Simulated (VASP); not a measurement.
Given:

```
CELL_PARAMETERS angstrom
      0.00000     2.59093     2.59093
      2.59093     0.00000     2.59093
      2.59093     2.59093     0.00000
ATOMIC_POSITIONS crystal
  Be 0.00000 0.00000 0.00000
  Se 0.25000 0.25000 0.25000
```

Method: optB88-vdW, VASP's PBE PAW potentials (set 64) (plane waves; VASP 6.6.1). Run with 520 eV cut-off, 8×8×8 Γ-centred mesh, Gaussian smearing of 0.050 eV, potentials Be Se.

Q: Predict the energy per atom (σ→0), band gap (on the k-mesh) with the smallest direct gap where there is one.

A: 
```yaml
band gap (on the k-mesh): 2.77 eV
smallest direct gap (on the k-mesh): 4.27 eV
energy per atom (σ→0): -3402 meV/atom
```

The compound is BeSe in the zinc blende structure. It was relaxed first. The start is the result of an earlier pass.
